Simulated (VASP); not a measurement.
Input:

```
CELL_PARAMETERS angstrom
      3.56826    -1.87041    -0.02881
      3.56826     1.87041    -0.02881
      2.61282     0.00000     3.06675
ATOMIC_POSITIONS crystal
  As 0.22888 0.22888 0.22888
  As 0.77112 0.77112 0.77112
```

All values below come from optB86b-vdW, VASP's PBE PAW potentials (set 64) (plane waves; VASP). Numerical set-up: 520 eV cut-off, 12×12×12 Γ-centred mesh, first-order Methfessel-Paxton smearing of 0.10 eV, potentials As.

Problem. The ions and cell shape at fixed volume are relaxed. What does this cell relax into?

Solution. 
```
CELL_PARAMETERS angstrom
      3.50118    -1.89107    -0.06199
      3.50118     1.89107    -0.06199
      2.53519     0.00000     3.06775
ATOMIC_POSITIONS crystal
  As 0.23172 0.23172 0.23172
  As 0.76828 0.76828 0.76828
```
Space group R-3m (166), at a tolerance of 0.03 Å.

Problem. How much energy does the relaxation gain?

Solution. The energy (σ→0) changes by -7.5 meV/atom, in 5 ionic steps.

The compound is As in the a7 structure. This cell is one point of a volume scan, at 0.94 of the reference volume. Symmetry was kept, so distortions that lower it aren't found.
